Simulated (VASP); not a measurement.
Method: PBE GGA, VASP's PBE PAW potentials (set 64) (plane waves; VASP).

Input for VASP

### INCAR
```
ALGO = Normal
EDIFF = 1E-6
EDIFFG = -0.02
ENCUT = 500
GGA = PE
IBRION = 2
ISIF = 3
ISMEAR = 1
LASPH = .TRUE.
LCHARG = .FALSE.
LMAXMIX = 6
LREAL = .FALSE.
LWAVE = .FALSE.
NELM = 100
NSW = 40
PREC = Accurate
PSTRESS = 50
SIGMA = 0.1
SYSTEM = W
```

POSCAR:
```
W
1
   -1.5921827038     1.5921827038     1.5921827038
    1.5921827038    -1.5921827038     1.5921827038
    1.5921827038     1.5921827038    -1.5921827038
W
1
Direct
  0.0000000000   0.0000000000   0.0000000000
```

**KPOINTS**
```
Automatic
0
Gamma
  16 16 16
```

POTCAR, in this order: W_sv (PBE.64 set). Program: vasp_std.

Unless said otherwise, spin-orbit coupling is left out, though it shifts the bands of the heavy elements here.

**Question.** What does the run give for the energy per atom (σ→0), volume per atom, band gap (on the k-mesh)?

**Answer.** 
```
Property                                                    Result
------------------------  ----------------------------------------
energy per atom (σ→0)                              -12.953 eV/atom
band gap (on the k-mesh)  none (metal, semimetal or under 0.01 eV)
volume per atom                                      15.90 Å³/atom
```

### OSZICAR
```
...
       N       E                     dE             d eps       ncg     rms          rms(c)
DAV:   1    -0.134003600322E+02   -0.53281E+00   -0.10861E+01  3295   0.538E+01    0.841E+00
DAV:   2    -0.130159151804E+02    0.38444E+00   -0.60390E-01  3259   0.103E+01    0.212E+00
DAV:   3    -0.129517886207E+02    0.64127E-01   -0.18619E-01  3351   0.567E+00    0.140E+00
DAV:   4    -0.129529318636E+02   -0.11432E-02   -0.46152E-03  3282   0.905E-01    0.359E-01
DAV:   5    -0.129528297598E+02    0.10210E-03   -0.42254E-04  3388   0.270E-01    0.183E-02
DAV:   6    -0.129528288295E+02    0.93024E-06   -0.32871E-06  3321   0.267E-02
   3 F= -.12456780E+02 E0= -.12456585E+02  d E =-.408400E-02
```

The compound is W in the bcc structure. This run relaxes it under an external pressure of 5 GPa. Symmetry was kept, so distortions that lower it aren't found.
